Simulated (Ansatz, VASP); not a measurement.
**K11Na10Li11Cl32 (random rock-salt (Na, Li, K)Cl solid solution): VASP beside Ansatz**

One calculation is typed for both programs; each brings its own data sets. How far apart do they land? The structure shown is the start of the Ansatz relaxation below; VASP solves that cell, so the two are compared at the walk's first step.

Method: plane waves, with VASP 6.6.1 beside it; single point at PBEsol, in Ansatz 0.2.0.

## Step 1: The structure

The cell holds 64 atoms: 10 Na, 32 Cl, 11 Li and 11 K. Its edges and angles: a = 11.382 Å, b = 11.382 Å, c = 11.382 Å, α = 90.0°, β = 90.0°, γ = 90.0°. It derives from LiCl. As first built, before any earlier steps moved the atoms (in the runner's words): rock-salt lattice (a = 5.691 A, the mean of the end members), 2 x 2 x 2 cells, metal sites filled at random with 10 Na, 11 Li, 11 K; then minimised and run for 3 ps at 250 K (NVT) with a classical potential, last frame taken.

## Step 2: Ansatz: relaxation, PBEsol

Ansatz runs on its default PAW (the set named soft_2) files.

The two programs are compared at the cell with which this relaxation starts, whose forces are those of its first step.

Contents of input.yaml:

```yaml
crystal:
  lattice:
    - [11.382, 0.0, 0.0]
    - [0.0, 11.382, 0.0]
    - [0.0, 0.0, 11.382]
  atoms:
    - { symbol: Na, position: [0.98438, 0.00776, 0.00129] }
    - { symbol: Cl, position: [0.2319, 0.01742, 0.00869] }
    - { symbol: Li, position: [0.03543, 0.26491, 0.23995] }
    - { symbol: Cl, position: [0.25698, 0.2624, 0.24767] }
    - { symbol: K, position: [0.24276, 0.99006, 0.2589] }
    - { symbol: Cl, position: [0.97535, 0.02756, 0.24289] }
    - { symbol: Na, position: [0.26116, 0.26625, 0.00388] }
    - { symbol: Cl, position: [0.00606, 0.26021, 0.01172] }
    - { symbol: Na, position: [0.99269, 0.02534, 0.49958] }
    - { symbol: Cl, position: [0.25252, 0.01981, 0.51028] }
    - { symbol: K, position: [0.99853, 0.27038, 0.74261] }
    - { symbol: Cl, position: [0.2639, 0.27959, 0.75917] }
    - { symbol: K, position: [0.2517, 0.00121, 0.76076] }
    - { symbol: Cl, position: [0.98498, 0.0149, 0.74913] }
    - { symbol: Li, position: [0.26689, 0.25525, 0.47557] }
    - { symbol: Cl, position: [0.03497, 0.25169, 0.48092] }
    - { symbol: Li, position: [0.01585, 0.49789, 0.01081] }
    - { symbol: Cl, position: [0.24073, 0.49904, 0.02274] }
    - { symbol: K, position: [0.99184, 0.75601, 0.26526] }
    - { symbol: Cl, position: [0.24514, 0.72136, 0.25216] }
    - { symbol: Li, position: [0.26025, 0.49297, 0.24848] }
    - { symbol: Cl, position: [0.00382, 0.48167, 0.23443] }
    - { symbol: Na, position: [0.25275, 0.74486, 0.00371] }
    - { symbol: Cl, position: [0.00981, 0.74342, 0.0107] }
    - { symbol: K, position: [0.97922, 0.51526, 0.50977] }
    - { symbol: Cl, position: [0.25688, 0.48011, 0.47909] }
    - { symbol: K, position: [0.90975, 0.76453, 0.76959] }
    - { symbol: Cl, position: [0.28061, 0.73588, 0.77687] }
    - { symbol: Li, position: [0.26584, 0.50577, 0.79529] }
    - { symbol: Cl, position: [0.036, 0.52585, 0.77806] }
    - { symbol: K, position: [0.25506, 0.74855, 0.51697] }
    - { symbol: Cl, position: [0.99137, 0.7843, 0.52421] }
    - { symbol: K, position: [0.50825, 0.00259, 0.00819] }
    - { symbol: Cl, position: [0.76042, 0.93509, 0.92501] }
    - { symbol: Li, position: [0.49775, 0.26425, 0.2588] }
    - { symbol: Cl, position: [0.71551, 0.23065, 0.19932] }
    - { symbol: Na, position: [0.74066, 0.0102, 0.27863] }
    - { symbol: Cl, position: [0.50835, 0.0273, 0.27113] }
    - { symbol: Na, position: [0.75872, 0.2611, 0.97987] }
    - { symbol: Cl, position: [0.49718, 0.26785, 0.98296] }
    - { symbol: Na, position: [0.5069, 0.02226, 0.50514] }
    - { symbol: Cl, position: [0.7522, 0.00945, 0.52456] }
    - { symbol: Li, position: [0.48952, 0.27076, 0.75964] }
    - { symbol: Cl, position: [0.72275, 0.26076, 0.75084] }
    - { symbol: Li, position: [0.74548, 0.04758, 0.74045] }
    - { symbol: Cl, position: [0.51432, 0.02279, 0.74244] }
    - { symbol: Li, position: [0.69606, 0.22046, 0.54017] }
    - { symbol: Cl, position: [0.47949, 0.25273, 0.51652] }
    - { symbol: Na, position: [0.48952, 0.49782, 0.00751] }
    - { symbol: Cl, position: [0.76444, 0.50553, 0.98714] }
    - { symbol: K, position: [0.4952, 0.75188, 0.26025] }
    - { symbol: Cl, position: [0.74339, 0.70867, 0.29291] }
    - { symbol: Na, position: [0.74795, 0.46847, 0.22867] }
    - { symbol: Cl, position: [0.48924, 0.48055, 0.2413] }
    - { symbol: Na, position: [0.74928, 0.73177, 0.05012] }
    - { symbol: Cl, position: [0.49718, 0.74045, 0.00767] }
    - { symbol: K, position: [0.53259, 0.51254, 0.50499] }
    - { symbol: Cl, position: [0.75975, 0.38921, 0.44336] }
    - { symbol: K, position: [0.55802, 0.76407, 0.76633] }
    - { symbol: Cl, position: [0.74329, 0.62024, 0.63794] }
    - { symbol: Li, position: [0.70572, 0.46421, 0.79189] }
    - { symbol: Cl, position: [0.49762, 0.4973, 0.77103] }
    - { symbol: Li, position: [0.73872, 0.78858, 0.4923] }
    - { symbol: Cl, position: [0.51437, 0.78714, 0.51136] }
kpoints:
  mp_grid: { grid: [1, 1, 1] }
hamiltonian:
  xc: pbesol
scf:
  occupations: { method: fixed }
output:
  forces: true
relax:
  f_tol: 0.05
  max_steps: 150
  cell: {}
```

On the command line:

```console
> ansatz run input.yaml --threads 4 --pin off --max-ram 8192MiB --backend cpu --events-out ev --progress --plain --runs-dir out
```

Numbers of over 12 decimals in the logs are rounded to 6 here.

The program printed:

```text
Engine: ansatz 0.2.0, aarch64-unknown-linux-gnu
Pseudopotentials: kind: paw
Pseudopotential: Na, paw, valence charge 9, recommended cutoff 420 eV (normal), Na.paw.azcp
Pseudopotential: Cl, paw, valence charge 7, recommended cutoff 420 eV (normal), Cl.paw.azcp
Pseudopotential: Li, paw, valence charge 3, recommended cutoff 420 eV (normal), Li.paw.azcp
Pseudopotential: K, paw, valence charge 9, recommended cutoff 420 eV (normal), K.paw.azcp
Functional definition: PBEsol
  exchange = pbesol_x
  correlation = pbesol_c
Crystal: 64 atoms, lattice volume = 1474.537 Å³
Basis set: ecut = 420 eV, 28671 PW (Γ), exchange–correlation on 160×160×160 points (8 copies of the dense FFT grid, shifted against one another)
Bands: 287, of which v1, the nominal top of the filled ones, is band 223 counted from 1 (222 counted from 0)
Symmetry: 1 space group operations
Space group: P1 (ITA 1), of the structure as read, at distance tolerance 1.1e-4 Å
k-points: 1
Non-local potential: Na, projectors of the file, l = 0: 3, l = 1: 2, l = 2: 1
Non-local potential: Cl, projectors of the file, l = 0: 2, l = 1: 2, l = 2: 2
Non-local potential: Li, projectors of the file, l = 0: 3, l = 1: 2, l = 2: 1
Non-local potential: K, projectors of the file, l = 0: 3, l = 1: 2, l = 2: 2
PAW form: soft (Blöchl's): semilocal exchange-correlation on the pseudo side does not see the compensation charge
PAW frozen core: Na, regenerated for the run's functional, and the local potential with it (the file was generated under x = pbe(κ = 0.804, μ = 0.219515), c = pbe(β = 0.066725))
PAW frozen core: Cl, regenerated for the run's functional, and the local potential with it (the file was generated under x = pbe(κ = 0.804, μ = 0.219515), c = pbe(β = 0.066725))
PAW frozen core: K, regenerated for the run's functional, and the local potential with it (the file was generated under x = pbe(κ = 0.804, μ = 0.219515), c = pbe(β = 0.066725))
PAW one-centre angular grid: Na, 110 points (default); XC on 64 Gauss nodes
PAW one-centre angular grid: Cl, 110 points (default); XC on 64 Gauss nodes
PAW one-centre angular grid: Li, 110 points (default); XC on 64 Gauss nodes
PAW one-centre angular grid: K, 110 points (default); XC on 64 Gauss nodes
Initial density: superposition of atomic densities (neutral atoms: chi_scale 0, normalization atom), corrected by the library's trained network
Initial wavefunctions: pseudopotential atomic-orbital guess
Functional: x = pbesol(κ = 0.804, μ = 0.123457), c = pbesol(β = 0.046)
SCF iter   1: F=—  HF=-67728.148840 eV  |F-HF|=—  |Δ(HF+E_count)|=         —  Δρ=3.59e-3  dr2=2.60e-1  ethr=1.77e-3  ⟨swp⟩=5.0  Hψ=822  notcnv=0  defer=62
preconditioner: auto → Resta (q_TF=auto, 2.235 Å⁻¹)  ε∞=2.7  [insulator: Δε(μ)=3.906 eV  Ē_g=13.430 eV  n_scr=256 (ndim 8)  ℏωp=17.4 eV  f_vac=0.046  ε∞_Penn≈2.7]
SCF iter   2: F=—  HF=-67728.025219 eV  |F-HF|=—  |Δ(HF+E_count)|=   1.24e-1  Δρ=1.30e-3  dr2=3.09e-2  ethr=5.82e-5  ⟨swp⟩=4.0  Hψ=428  notcnv=0  defer=62
SCF iter   3: F=—  HF=-67728.019055 eV  |F-HF|=—  |Δ(HF+E_count)|=   6.16e-3  Δρ=3.86e-4  dr2=2.00e-3  ethr=6.93e-6  ⟨swp⟩=2.0  Hψ=444  notcnv=0  defer=62
SCF iter   4: F=—  HF=-67728.019629 eV  |F-HF|=—  |Δ(HF+E_count)|=   5.74e-4  Δρ=1.16e-4  dr2=1.65e-4  ethr=4.49e-7  ⟨swp⟩=3.0  Hψ=454  notcnv=0  defer=62
SCF iter   5: F=—  HF=-67728.019610 eV  |F-HF|=—  |Δ(HF+E_count)|=   1.96e-5  Δρ=3.00e-5  dr2=1.32e-5  ethr=3.70e-8  ⟨swp⟩=2.0  Hψ=452  notcnv=0  defer=62
SCF iter   6: F=—  HF=-67728.019883 eV  |F-HF|=—  |Δ(HF+E_count)|=   2.74e-4  Δρ=1.00e-5  dr2=1.27e-6  ethr=2.97e-9  ⟨swp⟩=2.0  Hψ=510  notcnv=0  defer=62
SCF iter   7: F=—  HF=-67728.019884 eV  |F-HF|=—  |Δ(HF+E_count)|=   8.97e-7  Δρ=3.11e-6  dr2=1.12e-7  ethr=2.85e-10  ⟨swp⟩=2.0  Hψ=452  notcnv=0  defer=62
SCF iter   8: F=-67728.019884 eV  HF=-67728.019884 eV  |F-HF|=2.88e-9  |Δ(HF+E_count)|=   1.50e-7  Δρ=6.12e-7  dr2=4.81e-9  ethr=2.24e-11  ⟨swp⟩=3.0  Hψ=737  notcnv=0
SCF 1 converged in 8 iterations: F = -67728.019884 eV  dr2 = 4.81e-9
  greatest PAW one-centre occupation: 1.000 electrons in one spin orbital (limit 2), on the Li atom at site 60 (counted from 0), in its partial waves of l = 0
relax step   1: F+E_penalty+E_count = -67728.01988427 eV  Δ(F+E_penalty+E_count) = +0.000e0 eV  max|allowed force component| = 4.984e-1 eV/Å  Δτ_max = 0.0000 Å  P = +0.543 GPa  Ω = 1474.537 Å³  (8 SCF iters, dr2 threshold 1.00e-7 eV, accepted)
Crystal: 64 atoms, lattice volume = 1502.382 Å³
Basis set: ecut = 420 eV, 29315 PW (Γ), exchange–correlation on 160×160×160 points (8 copies of the dense FFT grid, shifted against one another)
Initial density: handed on by an earlier stage of this run
Initial wavefunctions: those handed on with the density
iter 1 solved again at ethr=2.71e-4 eV; its pass at ethr=3.10e-3 eV (dr2=1.21e0 eV) is discarded
[...]
atom  12  Cl    -0.00897069     0.00863305     0.01455272
  atom  13  K      0.00787097    -0.01149331    -0.00590184
  atom  14  Cl     0.01115159     0.00299927    -0.00120566
  atom  15  Li     0.01139915     0.00215238    -0.00151506
  atom  16  Cl    -0.01082097    -0.00154604     0.00033723
  atom  17  Li    -0.00679390    -0.00008524    -0.00490703
  atom  18  Cl    -0.01127105    -0.00701935    -0.00259184
  atom  19  K      0.00045885     0.00110608     0.01489749
  atom  20  Cl    -0.00555565    -0.01257260    -0.00475733
  atom  21  Li     0.01550673     0.01243370     0.01825331
  atom  22  Cl     0.00127751    -0.01114963    -0.01340316
  atom  23  Na     0.01406311     0.00760759    -0.00444780
  atom  24  Cl     0.00816202    -0.00228703    -0.00297314
  atom  25  K      0.01155707     0.02342572     0.00574570
  atom  26  Cl    -0.00569070    -0.00468110    -0.00620316
  atom  27  K      0.00719799     0.00323208    -0.01274209
  atom  28  Cl    -0.00203927    -0.00803005     0.00866702
  atom  29  Li     0.00514628     0.00642182    -0.01391372
  atom  30  Cl     0.00055057    -0.00023332     0.01207234
  atom  31  K     -0.00241805     0.00353378     0.00164072
  atom  32  Cl    -0.00728005    -0.00223561     0.00619897
  atom  33  K     -0.00780197    -0.01032581    -0.01368488
  atom  34  Cl     0.01331048     0.02510624     0.03527297
  atom  35  Li    -0.01015455     0.01891735     0.00926050
[...]
atom  57  K     -0.01147484     0.00883827    -0.00550031
  atom  58  Cl     0.01231784    -0.00863807    -0.00637916
  atom  59  K     -0.00429697     0.00867008     0.00268231
  atom  60  Cl     0.00721974    -0.00220467     0.00502699
  atom  61  Li    -0.00553912    -0.01076134    -0.01159643
  atom  62  Cl    -0.00757863     0.00125362     0.01368543
  atom  63  Li    -0.00273062    -0.00653325    -0.00850348
  atom  64  Cl     0.00753381    -0.00052820     0.00227537
  max |Σ_I F_I| component: 5.55e-5 eV/Å
--- Stress (GPa, compression-positive) ---
        0.012640      -0.006182      -0.004853
       -0.006182      -0.016264       0.001131
       -0.004853       0.001132       0.011224
  P = ⅓ Tr σ = 0.0025 GPa (0.025 kbar)
--- Relaxed structure (8 steps of the walk, 8 accepted, 1 SCFs on fresh bases) ---
  F+E_penalty+E_count = -67729.57520968 eV   max|allowed force component| = 3.527e-2 eV/Å   (the final SCF, on the basis selected at the relaxed cell)
  cell:  # Å, volume = 1534.6376 Å³
    - [11.421807, 0.051852, 0.013707]
    - [0.051852, 11.386111, 0.059761]
    - [0.013707, 0.059761, 11.800943]
  atoms:
    - { symbol: Na, position: [0.989209, 0.010750, 0.00513772] }
    - { symbol: Cl, position: [0.234841, -0.00299294, 0.00141968] }
    - { symbol: Li, position: [0.030897, 0.259108, 0.263588] }
    - { symbol: Cl, position: [0.252144, 0.265622, 0.241953] }
    - { symbol: K, position: [0.245142, 1.000269, 0.252833] }
    - { symbol: Cl, position: [0.983743, 0.031845, 0.251930] }
    - { symbol: Na, position: [0.249755, 0.252292, 0.00533184] }
    - { symbol: Cl, position: [0.000338267, 0.253820, 0.00314722] }
    - { symbol: Na, position: [0.994914, 0.019071, 0.498799] }
    - { symbol: Cl, position: [0.249605, 0.00685776, 0.502016] }
    - { symbol: K, position: [1.001929, 0.266016, 0.734888] }
    - { symbol: Cl, position: [0.270794, 0.278901, 0.771007] }
    - { symbol: K, position: [0.245583, 0.012723, 0.750591] }
    - { symbol: Cl, position: [0.969274, 0.013351, 0.740366] }
    - { symbol: Li, position: [0.257711, 0.274183, 0.450072] }
    - { symbol: Cl, position: [0.048677, 0.248554, 0.473653] }
    - { symbol: Li, position: [0.025098, 0.466058, 0.00997071] }
    - { symbol: Cl, position: [0.248538, 0.498684, 0.020913] }
    - { symbol: K, position: [1.001270, 0.740961, 0.253327] }
    - { symbol: Cl, position: [0.252271, 0.723422, 0.240970] }
    - { symbol: Li, position: [0.273588, 0.485969, 0.246313] }
    - { symbol: Cl, position: [-0.00472461, 0.470829, 0.223188] }
    - { symbol: Na, position: [0.238738, 0.743660, 0.00339238] }
    - { symbol: Cl, position: [-0.00757192, 0.765594, 0.00818155] }
    - { symbol: K, position: [0.989084, 0.503741, 0.509463] }
    - { symbol: Cl, position: [0.253549, 0.486605, 0.456109] }
    - { symbol: K, position: [0.979812, 0.752391, 0.758797] }
    - { symbol: Cl, position: [0.257680, 0.732063, 0.768408] }
    - { symbol: Li, position: [0.252462, 0.494237, 0.812071] }
    - { symbol: Cl, position: [0.042656, 0.505170, 0.800126] }
    - { symbol: K, position: [0.250199, 0.743659, 0.508538] }
    - { symbol: Cl, position: [0.975125, 0.776440, 0.501727] }
    - { symbol: K, position: [0.502621, 0.00477173, 0.00863978] }
    - { symbol: Cl, position: [0.755721, 0.989798, 0.951500] }
    - { symbol: Li, position: [0.518061, 0.249608, 0.269206] }
    - { symbol: Cl, position: [0.719283, 0.233413, 0.216873] }
    - { symbol: Na, position: [0.747969, 0.012220, 0.284859] }
    - { symbol: Cl, position: [0.507186, 0.016593, 0.266251] }
    - { symbol: Na, position: [0.748663, 0.249399, 0.992681] }
    - { symbol: Cl, position: [0.497676, 0.260840, 0.990878] }
    - { symbol: Na, position: [0.494276, 0.011832, 0.506012] }
    - { symbol: Cl, position: [0.743703, 0.028327, 0.524266] }
    - { symbol: Li, position: [0.482068, 0.264271, 0.790257] }
    - { symbol: Cl, position: [0.723505, 0.270316, 0.745431] }
    - { symbol: Li, position: [0.744127, 0.053087, 0.750707] }
    - { symbol: Cl, position: [0.517583, 0.038064, 0.744881] }
    - { symbol: Li, position: [0.689525, 0.237954, 0.531127] }
    - { symbol: Cl, position: [0.481978, 0.244980, 0.476865] }
    - { symbol: Na, position: [0.498818, 0.496636, 0.012439] }
    - { symbol: Cl, position: [0.748639, 0.503479, 0.988442] }
    - { symbol: K, position: [0.501568, 0.744016, 0.258446] }
    - { symbol: Cl, position: [0.751325, 0.759778, 0.279257] }
    - { symbol: Na, position: [0.752586, 0.462343, 0.238808] }
    - { symbol: Cl, position: [0.497472, 0.473815, 0.244502] }
    - { symbol: Na, position: [0.756080, 0.747865, 0.030649] }
    - { symbol: Cl, position: [0.512690, 0.739622, 0.00841563] }
    - { symbol: K, position: [0.514633, 0.503176, 0.514813] }
    - { symbol: Cl, position: [0.753465, 0.417111, 0.465331] }
    - { symbol: K, position: [0.522773, 0.760886, 0.758301] }
    - { symbol: Cl, position: [0.750901, 0.653438, 0.679188] }
    - { symbol: Li, position: [0.702437, 0.484905, 0.789272] }
    - { symbol: Cl, position: [0.490468, 0.487413, 0.775182] }
    - { symbol: Li, position: [0.749996, 0.772489, 0.501868] }
    - { symbol: Cl, position: [0.524835, 0.774160, 0.506017] }
```

[end of part 1 of 2]

[Lines on the potential files, build, host, timing and source positions are cut from VASP's logs without a mark.]

[Logs are printed without paths, hosts, clocks, repeated set-up lines and the standing remarks that a program may print on its own settings, such as how far it seeks lower states.]

[Hosts, paths, dates, database ids (printed as entryN), source tags and the programs' standing remarks are cut or masked in the printed files.]
